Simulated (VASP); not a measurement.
Runs of VASP 6.6.1 on TiTe2. Symmetry: P-3m1, No. 164, trigonal system. Conventional cell: a = 3.777 Å, b = 3.777 Å, c = 6.498 Å, α = 90.00°, β = 90.00°, γ = 120.00°. Ti (site symmetry -3m) has 6 Te at 2.77 Å as nearest neighbours. Te (site symmetry 3m) is surrounded by 3 Ti at 2.77 Å. 

```tsv
level	potentials or basis	k mesh	cutoff (eV)	gap on the mesh (eV)	pressure (GPa)	relaxed volume (Å³/atom)	largest force (eV/Å)
PBE	VASP PAW PBE potentials, release 64 (Ti, Te)	6 × 6 × 3	300	none	0.0	27.35	-
PBE	VASP PAW PBE potentials, release 64 (Ti_sv, Te)	12 × 12 × 6	600	none	0.0	(a)	-
optB86b-vdW	VASP PAW PBE potentials, release 64 (Ti_sv, Te)	12 × 12 × 6	600	none	0.0	(b)	0.01
PBEsol	VASP PAW PBE potentials, release 64 (Ti_sv, Te)	12 × 12 × 6	600	none	0.0	25.43	0.01
PBE+D3(BJ)	VASP PAW PBE potentials, release 64 (Ti_sv, Te)	12 × 12 × 6	600	none	0.0	25.14	0.01
```

Alike in all rows: task relaxation of cell and atoms; no spin polarisation; cell relaxed; smearing methfessel-paxton 0.1 eV.

Problem. Estimate the missing entries.

Solution. (a) 28.00; (b) 26.48.

Caveats: this functional lacks dispersion, which binds the layers, so the pressure and a relaxed spacing across them are unreliable (some runs); the PAW data sets were made with another functional, which shifts forces and pressure a little (some runs).

A k mesh can miss the band edges, and the runs leave out spin-orbit coupling on Te.

A gap of «none» marks a metal or a gap under the smearing width.

Not every run made on this cell is shown here.
